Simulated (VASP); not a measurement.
Data:

```xyz
2
Lattice="0.0000 2.9224 2.9224 2.9224 0.0000 2.9224 2.9224 2.9224 0.0000" Properties=species:S:1:pos:R:3 pbc="T T T"
Pb     0.0000     0.0000     0.0000
S      2.9224     2.9224     2.9224
```

Level of theory: LDA (Ceperley-Alder, Perdew-Zunger), VASP's LDA PAW potentials (set 64) (plane waves; VASP). Numerical set-up: 520 eV cut-off, 9×9×9 Γ-centred mesh, tetrahedra with Blöchl corrections, potentials Pb_d S.

Problem. Estimate the energy per atom (σ→0).

Solution. 
- energy per atom (σ→0): -5.000 eV/atom

Total energies compare only between runs with the same potentials, cut-off and functional.

The compound is PbS in the rock salt structure. It was relaxed first.
